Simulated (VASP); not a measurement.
Input for VASP

### INCAR
```
! general
SYSTEM   =  Ta2N
PREC     =  Accurate
ENCUT    =  400
LREAL    =  .FALSE.
LASPH    =  .TRUE.

! electronic loop
EDIFF    =  1E-6
NELM     =  100
ALGO     =  Normal
LMAXMIX  =  6

! smearing
ISMEAR   =  1
SIGMA    =  0.2

! ions
ISIF     =  2

! output
LWAVE    =  .FALSE.
LCHARG   =  .FALSE.
```

### POSCAR
```
Ta2N
1
    2.9240370000     0.0000000000     0.0000000000
   -1.4620180000     2.5322910000     0.0000000000
    0.0000000000     0.0000000000    16.3510660000
N Ta
1 2
Direct
  0.0000000000   0.0000000000   0.5000000000
  0.3333330000   0.6666670000   0.5718930000
  0.6666670000   0.3333330000   0.4281070000
```

### KPOINTS
```
Regular mesh
0
Gamma
  13 13 1
0 0 0
```

POTCAR, in this order: N Ta_pv (LDA.64 set). Program: vasp_std.

**Question.** Write an equivalent input for Quantum ESPRESSO's pw.x.

**Answer.** One equivalent input (not run):
```
&CONTROL
  calculation = 'scf'
  pseudo_dir = './pseudo'
  outdir = './out'
  tprnfor = .true.
  tstress = .true.
/
&SYSTEM
  ibrav = 0
  nat = 3
  ntyp = 2
  ecutwfc = 84
  occupations = 'smearing'
  smearing = 'methfessel-paxton'
  degauss = 0.0147
  input_dft = 'pz'
/
&ELECTRONS
  conv_thr = 7.3e-08
  electron_maxstep = 100
/
ATOMIC_SPECIES
  N 14.007 N.upf
  Ta 180.948 Ta.upf
CELL_PARAMETERS angstrom
     2.9240370    0.0000000    0.0000000
    -1.4620180    2.5322910    0.0000000
     0.0000000    0.0000000   16.3510660
ATOMIC_POSITIONS crystal
  N    0.0000000  0.0000000  0.5000000
  Ta   0.3333330  0.6666670  0.5718930
  Ta   0.6666670  0.3333330  0.4281070
K_POINTS automatic
  13 13 1 0 0 0
```
Limits of the translation: the potentials are each code's own (VASP's PAW set, PseudoDojo norm-conserving files in pw.x), so ENCUT and ecutwfc are chosen apart and not converted; conv_thr bounds pw.x's estimated SCF error, while EDIFF bounds the energy change between steps.

The cell is a sheet with vacuum, built from a generated structure.
